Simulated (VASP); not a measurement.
# HfZrSe3 (R-3) in VASP: density of states with PBE

Aim: the density of states of HfZrSe3 with PBE.

All numbers are computed with VASP 6.6.1; they aren't measurements. Logs are shortened: lines on timing, memory, paths and dates and some standing lists are left out, and cuts for length are marked.

### Step 1. Starting point

Symmetry: R-3, No. 148, trigonal system. The conventional cell has a = 6.483 Å, b = 6.483 Å, c = 19.438 Å, α = 90.00°, β = 90.00°, γ = 120.00°. Zr (site symmetry -3) is surrounded by 6 Se at 2.72 Å. Zr (site symmetry -3) has 6 Se at 2.72 Å as nearest neighbours. Hf (site symmetry 3) is surrounded by 6 Se at 2.72 Å. Se (site symmetry 1) has 2 Zr at 2.72 Å and 2 Hf at 2.72 Å as nearest neighbours.

The cell was built by a generator and needn't be a form met in nature.

### Step 2. Density of states, PBE

The input, POSCAR:

```
HfZrSe3                                 
1.0
    3.2414941971      1.8714775812      6.4793934464
   -3.2414942204      1.8714775409      6.4793934464
    0.0000000233     -3.7429551121      6.4793934464
  Zr              Hf              Se            
     2     2     6
Direct
     0.0000000000000000    0.0000000000000000    0.0000000000000000
     0.5000000000000000    0.5000000000000000    0.5000000000000000
     0.3358888191560030    0.3358888191560030    0.3358888191560102
     0.6641111808439969    0.6641111808439969    0.6641111808439898
     0.2435764195486396    0.5781585901370241    0.9231841993530557
     0.9231841993530557    0.2435764195486325    0.5781585901370312
     0.5781585901370241    0.9231841993530628    0.2435764195486396
     0.7564235804513604    0.4218414098629759    0.0768158006469443
     0.0768158006469443    0.7564235804513675    0.4218414098629688
     0.4218414098629759    0.0768158006469371    0.7564235804513604
```

The input, INCAR.step1:

```
SYSTEM = HfZrSe3
PREC = Accurate ; ENCUT = 520
EDIFF = 1E-7 ; ISMEAR = 0
SIGMA = 0.1 ; LREAL = .FALSE.
LASPH = .TRUE. ; NELM = 80
ALGO = Normal ; ISIF = 2
LWAVE = .FALSE. ; LCHARG = .TRUE.
LMAXMIX = 4 ; GGA = PE
KPAR = 8
```

The input, KPOINTS.step1:

```
Automatic mesh
0
G
  6 6 6
  0 0 0
```

The input, INCAR.step2:

```
SYSTEM = HfZrSe3
PREC = Accurate ; ENCUT = 520
EDIFF = 1E-7 ; ISMEAR = -5
SIGMA = 0.1 ; LREAL = .FALSE.
LASPH = .TRUE. ; NELM = 80
ALGO = Normal ; ISIF = 2
LWAVE = .FALSE. ; LCHARG = .FALSE.
LMAXMIX = 4 ; GGA = PE
LORBIT = 11 ; KPAR = 8
NEDOS = 1001 ; ICHARG = 11
```

The input, KPOINTS.step2:

```
Automatic mesh
0
G
  9 9 9
  0 0 0
```

Potentials or basis: VASP PAW PBE potentials, release 64 (Zr_sv, Hf_pv, Se).

The run is started by

```sh
$ cat potpaw_PBE.64/Zr_sv/POTCAR potpaw_PBE.64/Hf_pv/POTCAR potpaw_PBE.64/Se/POTCAR > POTCAR
$ cp INCAR.step1 INCAR
$ cp KPOINTS.step1 KPOINTS
$ mpirun -np 8 vasp_std > vasp.out
$ cp INCAR.step2 INCAR
$ cp KPOINTS.step2 KPOINTS
$ mpirun -np 8 vasp_std > vasp.out
```

OUTCAR:

```text
SYSTEM = HfZrSe3
   PREC = Accurate
   ENCUT = 520
   EDIFF = 1E-7
   ISMEAR = -5
   LREAL = .FALSE.
   LASPH = .TRUE.
   NELM = 80
   ISIF = 2
   GGA = PE
   LORBIT = 11
   ICHARG = 11

 ion  position               nearest neighbor table
   1  0.000  0.000  0.000-   5 2.72   8 2.72   6 2.72   9 2.72   7 2.72  10 2.72   4 3.74   3 3.74
                             3 3.74   4 3.74   4 3.74   3 3.74
   2  0.500  0.500  0.500-   6 2.72   9 2.72   8 2.72   5 2.72   7 2.72  10 2.72   3 3.19   4 3.19

   3  0.336  0.336  0.336-   7 2.72   5 2.72   6 2.72   9 2.72  10 2.72   8 2.72   2 3.19   1 3.74
                             1 3.74   1 3.74   4 3.74   4 3.74   4 3.74
   4  0.664  0.664  0.664-  10 2.72   8 2.72   9 2.72   6 2.72   7 2.72   5 2.72   2 3.19   1 3.74
                             1 3.74   1 3.74   3 3.74   3 3.74   3 3.74
   5  0.244  0.578  0.923-   2 2.72   1 2.72   3 2.72   4 2.72
   6  0.923  0.244  0.578-   2 2.72   1 2.72   3 2.72   4 2.72
   7  0.578  0.923  0.244-   2 2.72   1 2.72   3 2.72   4 2.72
   8  0.756  0.422  0.077-   2 2.72   1 2.72   4 2.72   3 2.72
   9  0.077  0.756  0.422-   2 2.72   1 2.72   4 2.72   3 2.72
  10  0.422  0.077  0.756-   2 2.72   1 2.72   4 2.72   3 2.72

  LATTYP: Found a trigonal (rhomboedric) cell.
 ALAT       =     7.4827970974
 COS(alpha) =     0.6246879064

  Lattice vectors:

 A1 = (   3.2414941971,   1.8714775812,   6.4793934464)
 A2 = (  -3.2414942204,   1.8714775409,   6.4793934464)
 A3 = (   0.0000000233,  -3.7429551121,   6.4793934464)

Analysis of symmetry for initial positions (statically):
=====================================================================
 Subroutine PRICEL returns:
 Original cell was already a primitive cell.

 Routine SETGRP: Setting up the symmetry group for a
 trigonal (rhombohedral) supercell.

 Subroutine GETGRP returns: Found  6 space group operations
 (whereof  6 operations were pure point group operations)
 out of a pool of 12 trial point group operations.

The static configuration has the point symmetry S_6 .

Analysis of symmetry for dynamics (positions and initial velocities):
=====================================================================
 Subroutine PRICEL returns:
 Original cell was already a primitive cell.

 Routine SETGRP: Setting up the symmetry group for a
 trigonal (rhombohedral) supercell.

 Subroutine GETGRP returns: Found  6 space group operations
 (whereof  6 operations were pure point group operations)
 out of a pool of 12 trial point group operations.

The dynamic configuration has the point symmetry S_6 .

 Subroutine INISYM returns: Found  6 space group operations
 (whereof  6 operations are pure point group operations),
 and found     1 'primitive' translations

----------------------------------------------------------------------------------------

                                     Primitive cell

  volume of cell :     235.8389

  direct lattice vectors                    reciprocal lattice vectors
     3.241494197  1.871477581  6.479393446     0.154249851  0.089056194  0.051445145
    -3.241494220  1.871477541  6.479393446    -0.154249852  0.089056192  0.051445145
     0.000000023 -3.742955112  6.479393446     0.000000001 -0.178112386  0.051445145

  length of vectors
     7.482797097  7.482797097  7.482797098     0.185393164  0.185393164  0.185393163

  position of ions in fractional coordinates (direct lattice)
     0.000000000  0.000000000  0.000000000
     0.500000000  0.500000000  0.500000000
     0.335888819  0.335888819  0.335888819
     0.664111181  0.664111181  0.664111181
     0.243576420  0.578158590  0.923184199
     0.923184199  0.243576420  0.578158590
     0.578158590  0.923184199  0.243576420
     0.756423580  0.421841410  0.076815801
     0.076815801  0.756423580  0.421841410
     0.421841410  0.076815801  0.756423580

  ion indices of the primitive-cell ions
   primitive index   ion index
                 1           1
                 2           2
                 3           3
                 4           4
                 5           5
                 6           6
                 7           7
                 8           8
                 9           9
                10          10

----------------------------------------------------------------------------------------

 KPOINTS: Automatic mesh

Automatic generation of k-mesh.
 Grid dimensions read from file:
 generate k-points for:    9    9    9

 Generating k-lattice:

  Cartesian coordinates                     Fractional coordinates (reciprocal lattice)
     0.017138872  0.009895133  0.005716127     0.111111111  0.000000000  0.000000000
    -0.017138872  0.009895132  0.005716127    -0.000000000  0.111111111 -0.000000000
     0.000000000 -0.019790265  0.005716127     0.000000000  0.000000000  0.111111111

  Length of vectors
     0.020599240  0.020599240  0.020599240

  Shift w.r.t. Gamma in fractional coordinates (k-lattice)
     0.000000000  0.000000000  0.000000000

 TETIRR: Found    711 inequivalent tetrahedra from     4374

 Subroutine IBZKPT returns following result:
 ===========================================

 Found    125 irreducible k-points:

 Following reciprocal coordinates:
            Coordinates               Weight
  0.000000  0.000000  0.000000      1.000000
  0.111111 -0.000000  0.000000      6.000000
  0.222222 -0.000000  0.000000      6.000000
  0.333333 -0.000000  0.000000      6.000000
  0.444444 -0.000000  0.000000      6.000000
  0.111111  0.111111  0.000000      6.000000
[... 16 lines left out ...]
  0.444444  0.222222  0.000000      6.000000
 -0.444444  0.000000 -0.222222      6.000000
 [... further k-points ...]
   k-points           NKPTS =    125   k-points in BZ     NKDIM =    125   number of bands    NBANDS=     48
   number of dos      NEDOS =   1001   number of ions     NIONS =     10
   total plane-waves  NPLWV = 175616
   dimension x,y,z NGX =    56 NGY =   56 NGZ =   56
   dimension x,y,z NGXF=   112 NGYF=  112 NGZF=  112
   ions per type =               2   2   6
   NGX,Y,Z   is equivalent  to a cutoff of  12.44, 12.44, 12.44 a.u.
   NGXF,Y,Z  is equivalent  to a cutoff of  24.88, 24.88, 24.88 a.u.
 SYSTEM =  HfZrSe3
   PREC   = accura    normal or accurate (medium, high low for compatibility)
   ISTART =      0    job   : 0-new  1-cont  2-samecut
   ICHARG =     11    charge: 1-file 2-atom 10-const
   ISPIN  =      1    spin polarized calculation?
   LNONCOLLINEAR =      F non collinear calculations
   LSORBIT =      F    spin-orbit coupling
   LASPH  =      T    aspherical Exc in radial PAW
   ENCUT  =  520.0 eV  38.22 Ry    6.18 a.u.  13.91 13.91 13.91*2*pi/ulx,y,z
   NELM   =     80;   NELMIN=  2; NELMDL=  0     # of ELM steps
   EDIFF  = 0.1E-06   stopping-criterion for ELM
   LREAL  =      F    real-space projection
   EDIFFG = 0.1E-05   stopping-criterion for IOM
   NSW    =      0    number of steps for IOM
   IBRION =     -1    ionic relax: 0-MD 1-quasi-New 2-CG
   NFREE  =      0    steps in history (QN), initial steepest desc. (CG)
   ISIF   =      2    stress and relaxation
   ISYM   =      2    0-nonsym 1-usesym 2-fastsym
   POTIM  = 0.5000    time-step for ionic-motion
   TEBEG  =    0.0;   TEEND  =   0.0 temperature during run
   PSTRESS=    0.0 pullay stress
   NELECT =      80.0000    total number of electrons
   NUPDOWN=      -1.0000    fix difference up-down
   EMIN   =  10.00;   EMAX   =-10.00  energy-range for DOS
   EFERMI =   0.00;   METHOD = LEGACY
   ISMEAR =    -5;   SIGMA  =   0.10  broadening in eV -4-tet -1-fermi 0-gaus
   EFERMI_NEDOS =   21; number of points for ismear=-14 and -15
   IALGO  =     38    algorithm
   IMIX   =      4    mixing-type and parameters
     AMIX     =   0.40;   BMIX     =  1.00
     AMIX_MAG =   1.60;   BMIX_MAG =  1.00
  volume/ion in A,a.u.               =      23.58       159.15
  Fermi-wavevector in a.u.,A,eV,Ry     =   1.141738  2.157571 17.736078  1.303565
  Thomas-Fermi vector in A             =   2.278437
   LORBIT       =     11    0 simple, 1 ext, 2 COOP (PROOUT), +10 PAW based schemes
   GGA     = PE    functional components
   LHFCALC =     F    Hartree Fock is set to
   AEXX    =    0.0000 exact exchange contribution
   IVDW    =     0    specifies the selected vdW correction
   LEPSILON=     F    determine dielectric tensor
   LRPA    =     F    only Hartree local field effects (RPA)
 non-spin polarized calculation
 Fermi weights with tetrahedron method with Bloechl corrections
  energy-cutoff  :      520.00
  volume of cell :      235.84
 maximum number of plane-waves:      6380

 number of electron      79.9999999 magnetization

 Free energy of the ion-electron system (eV)
  ---------------------------------------------------
  ext. energy  EPLUGINS =         0.00000000
  ---------------------------------------------------
  free energy    TOTEN  =       -71.01029549 eV

  energy without entropy =      -71.01029549  energy(sigma->0) =      -71.01029549

 E-fermi :   5.6497     XC(G=0): -10.0088

 val. band max:        5.6756201328   @ k =   0.3333   0.2222   0.0000
 cond. band min:       5.6070891823   @ k =   0.0000   0.0000   0.0000
 fundamental gap:     -0.0685309505
 Fermi energy:         5.6496603878

 k-point     1 :       0.0000    0.0000    0.0000
  band No.  band energies     occupation
      1     -44.2927      2.00000
      2     -44.1566      2.00000
      3     -26.1456      2.00000
      4     -26.1456      2.00000
      5     -26.0857      2.00000
      6     -26.0857      2.00000
[... 40 lines left out ...]
     47       7.1961      0.00000
     48       7.2052      0.00000

 k-point     2 :       0.1111   -0.0000    0.0000
  band No.  band energies     occupation
      1     -44.2927      2.00000
      2     -44.1566      2.00000
      3     -26.1463      2.00000
      4     -26.1443      2.00000
      5     -26.0869      2.00000
      6     -26.0849      2.00000
[... 40 lines left out ...]
     47       7.4135      0.00000
     48       7.5152      0.00000

 k-point     3 :       0.2222   -0.0000    0.0000
  band No.  band energies     occupation
      1     -44.2927      2.00000
      2     -44.1566      2.00000
      3     -26.1481      2.00000
      4     -26.1408      2.00000
      5     -26.0904      2.00000
      6     -26.0832      2.00000
[... 1060 lines left out ...]
     47       7.4097      0.00000
     48       7.9160      0.00000

 k-point    24 :      -0.4444    0.0000   -0.2222
  band No.  band energies     occupation
      1     -44.2927      2.00000
      2     -44.1567      2.00000
      3     -26.1516      2.00000
      4     -26.1311      2.00000
      5     -26.1005      2.00000
      6     -26.0794      2.00000
[... 40 lines left out ...]
     47       7.4467      0.00000
     48       7.9385      0.00000

 [... further k-points ...]

------------------------ aborting loop because EDIFF is reached ----------------------------------------

  FORCE on cell =-STRESS in cart. coord.  units (eV):
  Direction    XX          YY          ZZ          XY          YZ          ZX
  --------------------------------------------------------------------------------------
  -------------------------------------------------------------------------------------
  Total        0.0844588      0.0844588     -0.3688557     -0.0000002     -0.0000000      0.0000000
  in kB        0.5737728      0.5737728     -2.5058303     -0.0000012     -0.0000000      0.0000000
  external PRESSURE =      -0.4527616 kB  Pullay stress =       0.0000000 kB

 VOLUME and BASIS-vectors are now :
 -----------------------------------------------------------------------------
  energy-cutoff  :      520.00
  volume of cell :      235.84
      direct lattice vectors                 reciprocal lattice vectors
     3.241494197  1.871477581  6.479393446     0.154249851  0.089056194  0.051445145
    -3.241494220  1.871477541  6.479393446    -0.154249852  0.089056192  0.051445145
     0.000000023 -3.742955112  6.479393446     0.000000001 -0.178112386  0.051445145

 POSITION                                       TOTAL-FORCE (eV/Angst)
 -----------------------------------------------------------------------------------
      0.00000      0.00000      0.00000         0.000000      0.000000     -0.000000
      0.00000      0.00000      9.71909         0.000000      0.000000     -0.000000
      0.00000      0.00000      6.52907         0.000000      0.000000      0.026781
      0.00000      0.00000     12.90911        -0.000000     -0.000000     -0.026781
     -1.08455     -1.91758     11.30602         0.001596     -0.002876      0.000121
      2.20294      0.01954     11.30602         0.001692      0.002820      0.000121
     -1.11840      1.89803     11.30602        -0.003289      0.000055      0.000121
      1.08455      1.91758      8.13216        -0.001596      0.002876     -0.000121
     -2.20294     -0.01954      8.13216        -0.001692     -0.002820     -0.000121
      1.11840     -1.89803      8.13216         0.003289     -0.000055     -0.000121
 -----------------------------------------------------------------------------------
    total drift:                                0.000000     -0.000000      0.000000

  FREE ENERGIE OF THE ION-ELECTRON SYSTEM (eV)
  ---------------------------------------------------
  free  energy   TOTEN  =       -71.0102954884 eV

  energy  without entropy=      -71.0102954884  energy(sigma->0) =      -71.01029549

 total charge

# of ion       s       p       d       tot
------------------------------------------
    1        2.147   5.982   1.587   9.717
    2        2.152   5.985   1.613   9.749
    3        0.281   6.390   1.549   8.220
    4        0.281   6.390   1.549   8.220
    5        1.447   2.428   0.042   3.916
    6        1.447   2.428   0.042   3.916
    7        1.447   2.428   0.042   3.916
    8        1.447   2.428   0.042   3.916
    9        1.447   2.428   0.042   3.916
   10        1.447   2.428   0.042   3.916
--------------------------------------------------
tot         13.541  39.314   6.550  59.404
```

Wall time 5 min (8 MPI ranks of Intel Xeon 6975P-C (Granite Rapids), shared host); peak memory 1.3 GiB.

What came out:

```
Valence electrons inside the program's atomic spheres : Zr 9.72, 9.75; Hf 8.22; Se 3.92
```

States per cell in windows of 0.5 eV (zero at the Fermi level; states under -8 eV left out):
```tsv
from (eV)	total	Zr2_d	Zr1_d	Hf3_d	Hf4_d	Se7_p	Se10_p
-8.0	0.00	0.00	0.00	0.00	0.00	0.00	0.00
-7.5	0.00	0.00	0.00	0.00	0.00	0.00	0.00
-7.0	0.00	0.00	0.00	0.00	0.00	0.00	0.00
-6.5	1.02	0.01	0.02	0.02	0.02	0.05	0.05
-6.0	3.47	0.07	0.06	0.06	0.06	0.19	0.19
-5.5	3.97	0.12	0.06	0.07	0.07	0.23	0.23
-5.0	3.71	0.13	0.11	0.09	0.09	0.22	0.22
-4.5	5.34	0.26	0.20	0.16	0.16	0.34	0.34
-4.0	5.98	0.14	0.21	0.23	0.23	0.40	0.40
-3.5	6.75	0.11	0.24	0.30	0.30	0.47	0.47
-3.0	3.85	0.08	0.09	0.09	0.09	0.29	0.29
-2.5	2.49	0.06	0.06	0.05	0.05	0.20	0.20
-2.0	0.56	0.02	0.01	0.01	0.01	0.05	0.05
-1.5	0.42	0.06	0.04	0.05	0.05	0.01	0.01
-1.0	1.30	0.24	0.12	0.15	0.15	0.02	0.02
-0.5	2.32	0.29	0.38	0.26	0.26	0.03	0.03
0.0	3.04	0.68	0.53	0.23	0.23	0.03	0.03
0.5	4.69	1.29	0.63	0.37	0.37	0.05	0.05
1.0	3.54	0.51	0.44	0.53	0.53	0.05	0.05
1.5	2.73	0.26	0.51	0.45	0.45	0.03	0.03
2.0	2.52	0.29	0.56	0.40	0.40	0.02	0.02
2.5	0.00	0.00	0.00	0.00	0.00	0.00	0.00
3.0	0.00	0.00	0.00	0.00	0.00	0.00	0.00
3.5	0.00	0.00	0.00	0.00	0.00	0.00	0.00
4.0	0.00	0.00	0.00	0.00	0.00	0.00	0.00
4.5	0.00	0.00	0.00	0.00	0.00	0.00	0.00
```

Caveat: tetrahedron occupations give inexact forces and stress in metals.
